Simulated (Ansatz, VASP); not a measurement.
# H in two plane-wave programs

One calculation is typed for both programs; each brings its own data sets. How far apart do they land? The cell is taken from a series of runs on this material, whose earlier steps may have relaxed, scaled, displaced or heated it; both programs get it as it stands.

Main program and level: Ansatz 0.2.0; plane waves, with VASP 6.6.1 beside it; PBEsol with D4.

**1. Set-up**

It takes space group I4/mmm (No. 139, tetragonal). Conventional cell: a = 3.303 Å, b = 3.303 Å, c = 4.278 Å, α = 90.00°, β = 90.00°, γ = 90.00°. H has 1 H at 0.76 Å nearest.

Structure file:

```cif
data_structure
_symmetry_space_group_name_H-M 'I4/mmm'
_symmetry_Int_Tables_number 139
_cell_length_a 3.3028
_cell_length_b 3.3028
_cell_length_c 4.2785
_cell_angle_alpha 90.000
_cell_angle_beta 90.000
_cell_angle_gamma 90.000
_cell_volume 46.67
loop_
_atom_site_label
_atom_site_type_symbol
_atom_site_symmetry_multiplicity
_atom_site_Wyckoff_symbol
_atom_site_fract_x
_atom_site_fract_y
_atom_site_fract_z
_atom_site_occupancy
H1 H 4 e 0.00000 0.00000 0.91122 1
```

**2. VASP: zone-centre phonons, PBEsol with D4**

Second derivatives magnify differences that forces hide, and they need a tight electronic threshold.

Lines of VASP's logs that name or quote its potential files are left out, and so is its time.

Input file INCAR:

```
SYSTEM = H
PREC = Accurate
ENCUT = 500
EDIFF = 1E-08
NELM = 120
ISMEAR = 0
SIGMA = 0.01
LREAL = .FALSE.
ALGO = Normal
GGA = PS
IVDW = 13
NBANDS = 7
LORBIT = 11
LWAVE = .FALSE.
LCHARG = .FALSE.
ISIF = 2
IBRION = 6
NFREE = 2
POTIM = 0.015
NSW = 1
LASPH = .TRUE.
GGA_COMPAT = .FALSE.
EFERMI = MIDGAP
KPAR = 2
```

Input file POSCAR:

```
H
1.0
   -1.6514202762      1.6514202762      2.1392349350
    1.6514202762     -1.6514202762      2.1392349350
    1.6514202762      1.6514202762     -2.1392349350
H
2
Direct
    0.9112194180      0.9112194180      0.0000000000
    0.0887805820      0.0887805820      0.0000000000
```

Input file KPOINTS:

```
Automatic mesh
0
Gamma
8 8 8
0 0 0
```

Potentials, in the order of the species: H (PBE family, release 64).

The run is started by

```console
$ mpirun -np 2 vasp_std
```

Numbers of over 12 decimals in the logs are rounded to 6 here.

The program printed:

```text
[banner, memory and clock lines left out]
running    2 mpi-ranks, on    1 nodes
 distrk:  each k-point on    1 cores,    2 groups
 distr:  one band on    1 cores,    1 groups

 POSCAR found type information on POSCAR H
 POSCAR found :  1 types and       2 ions
|                                                                             |
|               ----> ADVICE to this user running VASP <----                  |
|                                                                             |
|     You enforced a specific xc type in the INCAR file but a different       |
|     [... a line on the potential file left out ...]
|     I HOPE YOU KNOW WHAT YOU ARE DOING!                                     |
|                                                                             |

 LDA part: xc-table for (Slater+PW92), standard interpolation
 POSCAR, INCAR and KPOINTS ok, starting setup
 FFT: planning ... GRIDC
 FFT: planning ... GRID_SOFT
 FFT: planning ... GRID
 WAVECAR not read
 entering main loop
       N       E                     dE             d eps       ncg     rms          rms(c)
DAV:   1    -0.671423505272E+01   -0.67142E+01   -0.43832E+02   826   0.177E+02
DAV:   2    -0.701270601025E+01   -0.29847E+00   -0.29847E+00  1134   0.109E+01
DAV:   3    -0.701303780592E+01   -0.33180E-03   -0.33180E-03   952   0.365E-01
DAV:   4    -0.701303821435E+01   -0.40843E-06   -0.40843E-06  1232   0.129E-02
DAV:   5    -0.701303821442E+01   -0.67601E-10   -0.67541E-10   980   0.131E-04    0.415E+00
DAV:   6    -0.667115159978E+01    0.34189E+00   -0.18967E-01   840   0.151E+00    0.226E+00
DAV:   7    -0.652136659481E+01    0.14979E+00   -0.35062E-01   854   0.220E+00    0.238E-01
DAV:   8    -0.652567328316E+01   -0.43067E-02   -0.60992E-03   882   0.314E-01    0.103E-01
DAV:   9    -0.652543699914E+01    0.23628E-03   -0.67994E-04   966   0.113E-01    0.122E-02
DAV:  10    -0.652544929220E+01   -0.12293E-04   -0.10585E-05   966   0.196E-02    0.280E-03
DAV:  11    -0.652545188678E+01   -0.25946E-05   -0.26871E-06   896   0.829E-03    0.322E-04
DAV:  12    -0.652545208540E+01   -0.19862E-06   -0.50932E-08   987   0.142E-03    0.280E-04
DAV:  13    -0.652545211032E+01   -0.24919E-07   -0.75020E-09   938   0.510E-04    0.227E-05
DAV:  14    -0.652545210882E+01    0.15011E-08   -0.60954E-11   609   0.459E-05
   1 F= -.65450073E+01 E0= -.65450073E+01  d E =0.000000E+00
[...]
2 F= -.65450018E+01 E0= -.65450018E+01  d E =0.000000E+00
[...]
3 F= -.65450018E+01 E0= -.65450018E+01  d E =0.000000E+00
[...]
4 F= -.65411161E+01 E0= -.65411161E+01  d E =0.000000E+00
 Finite differences progress:
  Degree of freedom:   2/  2
  Displacement:        1/  2
  Total:               3/  4
 bond charge predicted
       N       E                     dE             d eps       ncg     rms          rms(c)
DAV:   1    -0.652324677632E+01   -0.16124E-02   -0.36615E-01   826   0.325E+00    0.260E-01
DAV:   2    -0.652243586690E+01    0.81091E-03   -0.38087E-03   910   0.371E-01    0.155E-01
DAV:   3    -0.652189811537E+01    0.53775E-03   -0.17939E-03   896   0.141E-01    0.169E-02
DAV:   4    -0.652189423325E+01    0.38821E-05   -0.24841E-05   938   0.306E-02    0.893E-03
DAV:   5    -0.652189358008E+01    0.65317E-06   -0.12569E-05   987   0.128E-02    0.707E-04
DAV:   6    -0.652189349877E+01    0.81311E-07   -0.35054E-07   889   0.400E-03    0.343E-04
DAV:   7    -0.652189345383E+01    0.44944E-07   -0.11102E-08  1015   0.525E-04    0.440E-05
DAV:   8    -0.652189345054E+01    0.32897E-08   -0.24872E-10   441   0.794E-05
   5 F= -.65415879E+01 E0= -.65415879E+01  d E =0.000000E+00
 Finite differences progress:
  Degree of freedom:   2/  2
  Displacement:        2/  2
  Total:               4/  4
```

OUTCAR, selected parts (step 2):

```text
ion  position               nearest neighbor table
   1  0.911  0.911  0.000-   2 0.76
   2  0.089  0.089  0.000-   1 0.76

  LATTYP: Found a body centered tetragonal cell.
 ALAT       =     3.3028405524
 C/A-ratio  =     1.2953909830

 Subroutine GETGRP returns: Found 16 space group operations
 (whereof 16 operations were pure point group operations)

The static configuration has the point symmetry D_4h.

 Found     59 irreducible k-points:

   k-points           NKPTS =     59   k-points in BZ     NKDIM =     59   number of bands    NBANDS=      7

   dimension x,y,z NGX =    24 NGY =   24 NGZ =   24
   dimension x,y,z NGXF=    48 NGYF=   48 NGZF=   48

   ENCUT  =  500.0 eV  36.75 Ry    6.06 a.u.   5.77  5.77  5.77*2*pi/ulx,y,z

   NELECT =       2.0000    total number of electrons

 k-points in reciprocal lattice and weights: Automatic mesh
   0.00000000  0.00000000  0.00000000       0.002
   0.12500000 -0.00000000  0.00000000       0.016
   0.25000000 -0.00000000  0.00000000       0.016
   0.37500000 -0.00000000  0.00000000       0.016
   0.50000000 -0.00000000  0.00000000       0.008
   0.12500000  0.12500000  0.00000000       0.016
   0.25000000  0.12500000  0.00000000       0.031
   0.37500000  0.12500000  0.00000000       0.031
   0.50000000  0.12500000  0.00000000       0.031
[...]
-0.37500000 -0.37500000  0.37500000       0.004
   0.50000000  0.50000000  0.50000000       0.002

 average (electrostatic) potential at core
       1 -39.4643       2 -39.4644

 E-fermi :  -3.5850

 k-point     1 :       0.0000    0.0000    0.0000
  band No.  band energies     occupation
      1     -10.3257      2.00000
      2       5.7471      0.00000
      3       8.7373      0.00000
      4      15.3944      0.00000
      5      15.3944      0.00000
      6      17.3338      0.00000
    ...

 k-point     2 :       0.1250   -0.0000    0.0000
  band No.  band energies     occupation
      1     -10.1282      2.00000
      2       4.8172      0.00000
      3       9.0788      0.00000
      4      13.6124      0.00000
      5      14.4311      0.00000
      6      17.6485      0.00000
    ...

 k-point     3 :       0.2500   -0.0000    0.0000
  band No.  band energies     occupation
      1      -9.5967      2.00000
      2       3.0045      0.00000
      3       9.3669      0.00000
      4      11.4787      0.00000
      5      13.3852      0.00000
      6      17.3447      0.00000
    ...

  DFT-D4 for vdW energy calculation

  Edisp (eV):   -0.01969

  Total      -0.03427    -0.03427    -0.39235     0.00000     0.00000     0.00000
  in kB      -2.35277    -2.35277   -26.93674     0.00000     0.00000     0.00000
  external pressure =      -10.55 kB  Pullay stress =        0.00 kB

  energy-cutoff  :      500.00
  volume of cell :       23.34
      direct lattice vectors                 reciprocal lattice vectors
    -1.651420276  1.651420276  2.139234935     0.000000000  0.302769687  0.233728419
     1.651420276 -1.651420276  2.139234935     0.302769687  0.000000000  0.233728419
     1.651420276  1.651420276 -2.139234935     0.302769687  0.302769687  0.000000000

 POSITION                                       TOTAL-FORCE (eV/Angst)
 -----------------------------------------------------------------------------------
      0.00000      0.00000      3.88362         0.000000      0.000000      0.454866
      0.00000      0.00000      0.37985        -0.000000     -0.000000     -0.454866
 -----------------------------------------------------------------------------------
    total drift:                               -0.000000     -0.000000     -0.000003

  FREE ENERGIE OF THE ION-ELECTRON SYSTEM (eV)
  ---------------------------------------------------
  free  energy   TOTEN  =        -6.5415878763 eV

  energy  without entropy=       -6.5415878763  energy(sigma->0) =       -6.54158788

 Eigenvectors and eigenvalues of the dynamical matrix
 ----------------------------------------------------

   1 f  =  126.042212 THz   791.946574 2PiTHz 4204.315640 cm-1   521.268469 meV
             X         Y         Z           dx          dy          dz
      0.000000  0.000000  3.898625     0.000000   -0.000000    0.707107
      0.000000  0.000000  0.379845    -0.000000    0.000000   -0.707107

   2 f  =    5.082043 THz    31.931421 2PiTHz  169.518722 cm-1    21.017633 meV
             X         Y         Z           dx          dy          dz
      0.000000  0.000000  3.898625     0.000715    0.707106   -0.000000
      0.000000  0.000000  0.379845    -0.000715   -0.707106   -0.000000

   3 f  =    5.082043 THz    31.931421 2PiTHz  169.518722 cm-1    21.017633 meV
             X         Y         Z           dx          dy          dz
      0.000000  0.000000  3.898625    -0.707106    0.000715   -0.000000
      0.000000  0.000000  0.379845     0.707106   -0.000715   -0.000000

   4 f  =    0.000001 THz     0.000008 2PiTHz    0.000045 cm-1     0.000006 meV
             X         Y         Z           dx          dy          dz
      0.000000  0.000000  3.898625     0.000169    0.196897    0.679140
      0.000000  0.000000  0.379845     0.000169    0.196897    0.679140

   5 f  =    0.000000 THz     0.000003 2PiTHz    0.000015 cm-1     0.000002 meV
             X         Y         Z           dx          dy          dz
      0.000000  0.000000  3.898625     0.005320    0.679121   -0.196893
      0.000000  0.000000  0.379845     0.005320    0.679121   -0.196893

   6 f  =    0.000000 THz     0.000000 2PiTHz    0.000002 cm-1     0.000000 meV
             X         Y         Z           dx          dy          dz
      0.000000  0.000000  3.898625     0.707087   -0.005157    0.001319
      0.000000  0.000000  0.379845     0.707087   -0.005157    0.001319

 ELASTIC MODULI CONTR FROM IONIC RELAXATION (kBar)
 Direction    XX          YY          ZZ          XY          YZ          ZX
 --------------------------------------------------------------------------------
 XX          -0.0022     -0.0022     -1.6753      0.0000      0.0000      0.0000
 YY          -0.0022     -0.0022     -1.6753      0.0000      0.0000      0.0000
 ZZ          -1.6753     -1.6753  -1278.7804      0.0000      0.0000      0.0000
 XY           0.0000      0.0000      0.0000      0.0000      0.0000      0.0000
 YZ           0.0000      0.0000      0.0000      0.0000     -2.9655      0.0000
 ZX           0.0000      0.0000      0.0000      0.0000      0.0000     -2.9657
 --------------------------------------------------------------------------------

 total charge
# of ion       s       p       d       tot
------------------------------------------
    1        0.585   0.025   0.000   0.609
    2        0.585   0.025   0.000   0.609
--------------------------------------------------
tot          1.170   0.049   0.000   1.219

[... 3 further parts left out ...]
```

CONTCAR:

```
H
   1.00000000000000
    -1.6514202762000001    1.6514202762000001    2.1392349350000002
     1.6514202762000001   -1.6514202762000001    2.1392349350000002
     1.6514202762000001    1.6514202762000001   -2.1392349350000002
  H
     2
Direct
     0.9077134917095824    0.9077134917095824    0.0000000000000000
     0.0887805819999983    0.0887805819999983    0.0000000000000000
```

The last energy, forces, stress and levels in OUTCAR belong to the last displaced cell, not to the cell of POSCAR. The PAW data sets were made with PBE, which is usual practice but a small mismatch for other functionals.

Levels, forces or a CONTCAR printed for this step are those of its last displaced cell, not of the structure at rest.

[end of part 1 of 2]

[Lines on the potential files, build, host, timing and source positions are cut from VASP's logs without a mark.]

[Logs are printed without paths, hosts, clocks, repeated set-up lines and the standing remarks that a program may print on its own settings, such as how far it seeks lower states.]

[Hosts, paths, dates, database ids (printed as entryN), source tags and the programs' standing remarks are cut or masked in the printed files.]
